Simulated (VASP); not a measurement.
For cubic MgO (rock salt), PBEsol GGA, VASP's PBE PAW potentials (set 64) in VASP gives ε∞ = 3.16, a static ε₀ = 10.01 and a transverse optical mode at 393 cm⁻¹.

Task: Estimate the longitudinal optical frequency at Γ.

Result: By the Lyddane-Sachs-Teller relation, ω_LO = ω_TO √(ε₀/ε∞) = 393 × √(10.01/3.16) = 699 cm⁻¹.

Measured: ε∞ 2.96 at 296 K (computed value off by +6.9 %), as given by R. E. Stephens and I. H. Malitson. Index of refraction of magnesium oxide, J. Res. Natl. Bur. Stand. 49 249-252 (1952) [long-wavelength limit of the electronic terms of a dispersion formula fitted to measured refractive indices over 0.36-5.4 um; lattice terms left out].

The compound is MgO in the rock salt structure. The cell was not relaxed at this level.
